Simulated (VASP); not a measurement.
**Hf2ZrGe3: relaxation of cell and atoms with PBE**

Crystal: Hf2ZrGe3.

```
CELL_PARAMETERS angstrom
5.74500 -5.00000 0.00000
5.74500 5.00000 0.00000
0.00000 0.00000 3.78000
ATOMIC_POSITIONS crystal
Zr 0.14000 0.86000 0.25000
Zr 0.86000 0.14000 0.75000
Hf 0.52667 0.80667 0.75000
Hf 0.80667 0.52667 0.25000
Hf 0.47333 0.19333 0.25000
Hf 0.19333 0.47333 0.75000
Ge 0.75833 0.90833 0.25000
Ge 0.90833 0.75833 0.75000
Ge 0.57500 0.42500 0.75000
Ge 0.42500 0.57500 0.25000
Ge 0.24167 0.09167 0.75000
Ge 0.09167 0.24167 0.25000
```

The cell was built by a generator and needn't be a form met in nature.

```yaml
Program: VASP 6.6.1
Task: relaxation of cell and atoms
Functional: PBE
Potentials_or_basis: VASP PAW PBE potentials, release 64 (Zr_sv, Hf_pv, Ge_d)
Cutoff: 520 eV
k_mesh: 3 × 3 × 5
Occupations: gaussian, width 0.15 eV
Spin: no spin polarisation
Further_INCAR_settings: PREC = Normal; LREAL = Auto; ALGO = Fast; EDIFF = 0.0001; IBRION = 2; EDIFFG = -0.08; NSW = 24; ISIF = 3
```

* Relaxed volume: 18.62 Å³/atom
* Relaxed cell: a = 7.600 Å, b = 7.600 Å, c = 3.891 Å, α = 90.00°, β = 90.00°, γ = 83.81°
* Space group after relaxing (to 0.05 Å): Cmcm (No. 63)
* Energy gained by relaxing: 90.9 meV/atom
* Ionic steps: 8
* Pressure after relaxing: 0.0 GPa
* Largest force after relaxing: 0.058 eV/Å
* Band gap on the k mesh: none (metal or under the smearing width)

Forces in eV/Å, atoms in the order of the input:
```
Zr   0.000  0.056  0.000
Zr   0.000 -0.056  0.000
Hf  -0.014 -0.056  0.000
Hf  -0.014  0.056  0.000
Hf   0.014  0.056  0.000
Hf   0.014 -0.056  0.000
Ge  -0.012  0.036  0.000
Ge  -0.012 -0.036  0.000
Ge   0.000 -0.045  0.000
Ge   0.000  0.045  0.000
Ge   0.012 -0.036  0.000
Ge   0.012  0.036  0.000
```

Stress tensor (GPa, compression positive):
```
 0.40  0.00  0.00
 0.00 -0.53  0.00
 0.00  0.00  0.04
```

The path:
```tsv
step	energy change (eV)	largest force (eV/Å)	pressure (GPa)	volume (Å³)
1	0.0000	2.1359	4.92	217.16
2	-0.7937	0.3236	-6.15	234.98
3	-0.8664	0.6741	-4.22	230.52
4	-1.0210	0.4413	2.28	219.09
5	-1.0625	0.2627	0.41	222.60
6	-1.0845	0.1178	0.14	223.02
7	-1.0849	0.0871	0.07	223.10
8	-1.0912	0.0577	-0.03	223.42
```

Final structure:
```cif
data_structure
_symmetry_space_group_name_H-M 'P 1'
_symmetry_Int_Tables_number 1
_cell_length_a 7.6000
_cell_length_b 7.6000
_cell_length_c 3.8907
_cell_angle_alpha 90.000
_cell_angle_beta 90.000
_cell_angle_gamma 83.806
_cell_volume 223.42
loop_
_atom_site_label
_atom_site_type_symbol
_atom_site_fract_x
_atom_site_fract_y
_atom_site_fract_z
_atom_site_occupancy
Zr1 Zr 0.14378 0.85622 0.25000 1
Zr2 Zr 0.85622 0.14378 0.75000 1
Hf1 Hf 0.52305 0.81041 0.75000 1
Hf2 Hf 0.81041 0.52305 0.25000 1
Hf3 Hf 0.47695 0.18959 0.25000 1
Hf4 Hf 0.18959 0.47695 0.75000 1
Ge1 Ge 0.74395 0.92031 0.25000 1
Ge2 Ge 0.92031 0.74395 0.75000 1
Ge3 Ge 0.58778 0.41222 0.75000 1
Ge4 Ge 0.41222 0.58778 0.25000 1
Ge5 Ge 0.25605 0.07969 0.75000 1
Ge6 Ge 0.07969 0.25605 0.25000 1
```

Levels at points of the mesh, in eV from the Fermi level:
```tsv
k point	band 71	band 72	band 73	band 74	band 75	band 76	band 77	band 78
(0.00, 0.00, 0.00)	-0.70	-0.62	-0.54	-0.38	-0.16	0.07	0.24	0.94
```

It took 10 min on 2 MPI ranks on Intel(R) Xeon(R) Platinum 8375C CPU @ 2.90GHz (Ice Lake), on a shared host, peak memory 0.3 GiB a rank.

Caveat: the relaxation stopped at a loose force limit of 0.08 eV/Å, so its end isn't a converged minimum. Spin-orbit coupling is left out, which matters for the levels of Hf.
